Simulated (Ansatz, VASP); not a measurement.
**TaCuP2 in VASP and in Ansatz**

```
Ta Cu P
1.0
     3.21607    0.00000    0.00000
    -1.60803    2.78520    0.00000
     0.00000   -1.85679    7.83082
Ta Cu P
1 1 2
Cartesian
  1.6080 -0.9284 3.9154
  0.0000 0.0000 0.0000
  0.0000 0.0000 2.2124
  1.6080 0.9284 5.6184
```

Alike in both runs: functional PBE; k mesh 7 × 7 × 7; no spin polarisation.

Ansatz relaxed the structure, and its values are those at the end. VASP's run is a single point on that final structure, the one shown.

|  | VASP | Ansatz |
| --- | --- | --- |
| version | VASP 6.6.1 | Ansatz 0.2.0 |
| potentials or method | VASP PAW PBE potentials, release 64 (Ta_pv, Cu, P) | PAW plane waves |
| plane-wave cutoff (eV) | 520 | 420 |
| occupations | fermi-dirac, width 0.1 eV | fermi-dirac |
| valence electrons in the cell | 32 | 42 |

Ansatz gave:

* pressure (GPa): 0.0
* rms of the force components (eV/Å): 0.002

Task: Estimate VASP's values.

Result: Pressure (GPa): 0.2; rms of the force components (eV/Å): 0.007.

The two sets of potentials don't hold the same shells in valence. Ansatz warned: «structure_snapped_to_symmetry».

The runs have no spin-orbit coupling, so splittings on Ta are missing.
